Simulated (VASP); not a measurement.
Data:

```yaml
crystal:
  lattice:
    - [0.00000, 1.75940, 1.75940]
    - [1.75940, 0.00000, 1.75940]
    - [1.75940, 1.75940, 0.00000]
  atoms:
    - { symbol: C, position: [0.00000, 0.00000, 0.00000] }
    - { symbol: C, position: [0.25000, 0.25000, 0.25000] }
```

The numbers are results of G0W0 on PBE orbitals, VASP's PBE PAW potentials (set 64) (plane waves; VASP), not measurements. Run with PREC = Normal, 500 eV cut-off, 4×4×4 Γ-centred mesh, Gaussian smearing of 0.010 eV, potentials C_GW_new.

The mesh is coarse and the basis finite, so the quasiparticle values are not converged.

NBANDS = 160, ENCUTGW = 200 eV, NOMEGA = 64. The PBE levels (eV) that the step starts from are:

| state | KS energy | filling |
|---|---|---|
| k1 (0.00, 0.00, 0.00), band 1 | -8.60 | 2 |
| k1 (0.00, 0.00, 0.00), band 2 | 13.44 | 2 |
| k1 (0.00, 0.00, 0.00), band 3 | 13.44 | 2 |
| k1 (0.00, 0.00, 0.00), band 4 | 13.44 | 2 |
| k1 (0.00, 0.00, 0.00), band 5 | 19.14 | 0 |
| k1 (0.00, 0.00, 0.00), band 6 | 19.14 | 0 |
| k1 (0.00, 0.00, 0.00), band 7 | 19.14 | 0 |
| k1 (0.00, 0.00, 0.00), band 8 | 27.74 | 0 |
| k4 (0.25, 0.25, 0.00), band 1 | -6.25 | 2 |
| k4 (0.25, 0.25, 0.00), band 2 | 8.87 | 2 |
| k4 (0.25, 0.25, 0.00), band 3 | 9.14 | 2 |
| k4 (0.25, 0.25, 0.00), band 4 | 9.14 | 2 |
| k4 (0.25, 0.25, 0.00), band 5 | 17.98 | 0 |
| k4 (0.25, 0.25, 0.00), band 6 | 23.94 | 0 |
| k4 (0.25, 0.25, 0.00), band 7 | 25.42 | 0 |
| k4 (0.25, 0.25, 0.00), band 8 | 25.42 | 0 |
| k8 (-0.25, 0.50, 0.25), band 1 | 1.24 | 2 |
| k8 (-0.25, 0.50, 0.25), band 2 | 1.24 | 2 |
| k8 (-0.25, 0.50, 0.25), band 3 | 4.75 | 2 |
| k8 (-0.25, 0.50, 0.25), band 4 | 4.75 | 2 |
| k8 (-0.25, 0.50, 0.25), band 5 | 24.24 | 0 |
| k8 (-0.25, 0.50, 0.25), band 6 | 24.24 | 0 |
| k8 (-0.25, 0.50, 0.25), band 7 | 26.31 | 0 |
| k8 (-0.25, 0.50, 0.25), band 8 | 26.31 | 0 |

Problem. Give the quasiparticle energies and renormalisation factors Z.

Solution. 
```json
[
 {"state": "k1 (0.00, 0.00, 0.00), band 1", "QP energy (eV)": "-10.30", "Z": "0.77"},
 {"state": "k1 (0.00, 0.00, 0.00), band 2", "QP energy (eV)": "12.59", "Z": "0.82"},
 {"state": "k1 (0.00, 0.00, 0.00), band 3", "QP energy (eV)": "12.59", "Z": "0.82"},
 {"state": "k1 (0.00, 0.00, 0.00), band 4", "QP energy (eV)": "12.59", "Z": "0.82"},
 {"state": "k1 (0.00, 0.00, 0.00), band 5", "QP energy (eV)": "20.00", "Z": "0.82"},
 {"state": "k1 (0.00, 0.00, 0.00), band 6", "QP energy (eV)": "20.00", "Z": "0.82"},
 {"state": "k1 (0.00, 0.00, 0.00), band 7", "QP energy (eV)": "20.00", "Z": "0.82"},
 {"state": "k1 (0.00, 0.00, 0.00), band 8", "QP energy (eV)": "28.47", "Z": "0.77"},
 {"state": "k4 (0.25, 0.25, 0.00), band 1", "QP energy (eV)": "-7.83", "Z": "0.74"},
 {"state": "k4 (0.25, 0.25, 0.00), band 2", "QP energy (eV)": "7.67", "Z": "0.81"},
 {"state": "k4 (0.25, 0.25, 0.00), band 3", "QP energy (eV)": "8.08", "Z": "0.81"},
 {"state": "k4 (0.25, 0.25, 0.00), band 4", "QP energy (eV)": "8.08", "Z": "0.81"},
 {"state": "k4 (0.25, 0.25, 0.00), band 5", "QP energy (eV)": "18.55", "Z": "0.83"},
 {"state": "k4 (0.25, 0.25, 0.00), band 6", "QP energy (eV)": "24.48", "Z": "0.82"},
 {"state": "k4 (0.25, 0.25, 0.00), band 7", "QP energy (eV)": "26.51", "Z": "0.79"},
 {"state": "k4 (0.25, 0.25, 0.00), band 8", "QP energy (eV)": "26.51", "Z": "0.79"},
 {"state": "k8 (-0.25, 0.50, 0.25), band 1", "QP energy (eV)": "-0.27", "Z": "0.77"},
 {"state": "k8 (-0.25, 0.50, 0.25), band 2", "QP energy (eV)": "-0.27", "Z": "0.77"},
 {"state": "k8 (-0.25, 0.50, 0.25), band 3", "QP energy (eV)": "3.49", "Z": "0.79"},
 {"state": "k8 (-0.25, 0.50, 0.25), band 4", "QP energy (eV)": "3.49", "Z": "0.79"},
 {"state": "k8 (-0.25, 0.50, 0.25), band 5", "QP energy (eV)": "24.95", "Z": "0.82"},
 {"state": "k8 (-0.25, 0.50, 0.25), band 6", "QP energy (eV)": "24.95", "Z": "0.82"},
 {"state": "k8 (-0.25, 0.50, 0.25), band 7", "QP energy (eV)": "27.28", "Z": "0.79"},
 {"state": "k8 (-0.25, 0.50, 0.25), band 8", "QP energy (eV)": "27.28", "Z": "0.79"}
]
```
On the mesh the gap opens from 4.54 to 5.96 eV.

The compound is C in the diamond structure. This cell is one point of a volume scan, at 0.96 of the reference volume. The k-mesh is coarse (spacing up to 0.77 per Å, 2π included), so the numbers may not be converged in it.
